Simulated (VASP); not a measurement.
Given:

```yaml
crystal:
  lattice:
    - [2.82106, 0.00000, 0.00000]
    - [0.00000, 2.82106, 0.00000]
    - [0.00000, 0.00000, 2.82106]
  atoms:
    - { symbol: Al, position: [0.50000, 0.50000, 0.50000] }
    - { symbol: Ni, position: [0.00000, 0.00000, 0.00000] }
```

The numbers are results of rev-vdW-DF2, VASP's PBE PAW potentials (set 64) (plane waves; VASP 6.6.1), not measurements. Run with 520 eV cut-off, 13×13×13 Γ-centred mesh, first-order Methfessel-Paxton smearing of 0.10 eV, potentials Al Ni.

**Question.** Predict the energy per atom (σ→0), pressure, band gap (on the k-mesh) with the smallest direct gap where there is one.

**Answer.** 
```
Item                                                         Value
------------------------  ----------------------------------------
band gap (on the k-mesh)  none (metal, semimetal or under 0.01 eV)
energy per atom (σ→0)                               -3.541 eV/atom
pressure                                                 11.15 GPa
```

Only differences to runs with the same potentials and settings are physical.

The compound is NiAl in the CsCl type structure. This cell is one point of a volume scan, at 0.94 of the reference volume. The run is not spin-polarised, so no magnetic state was tried. The electron count is odd and the run is not spin-polarised, which forces a metal.
